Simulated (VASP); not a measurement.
Data:

```xyz
6
Lattice="3.3170 0.0000 0.0000 -1.6585 2.8726 0.0000 0.0000 0.0000 27.2136" Properties=species:S:1:pos:R:3 pbc="T T T"
W      1.6585     0.9575    10.1865
W      0.0000     1.9151    17.0271
Se     0.0000     1.9151    11.8501
Se     0.0000     1.9151     8.5246
Se     1.6585     0.9575    18.6890
Se     1.6585     0.9575    15.3635
```

All values below come from r2SCAN meta-GGA, VASP's PBE PAW potentials (set 64) (plane waves; VASP 6.6.1). Run with PREC = Normal, 400 eV cut-off, 12×12×1 Γ-centred mesh, Gaussian smearing of 0.050 eV, potentials W_sv Se.

Unless said otherwise, spin-orbit coupling is left out, though it shifts the bands of the heavy elements here.

What does the run give for the energy per atom (σ→0), band gap (on the k-mesh) with the smallest direct gap where there is one?

```yaml
band gap (on the k-mesh): 1.58 eV
smallest direct gap (on the k-mesh): 1.61 eV
energy per atom (σ→0): -27.258 eV/atom
```

Only differences to runs with the same potentials and settings are physical.

The cell is a sheet with vacuum, built from WSe2 (2H layered).
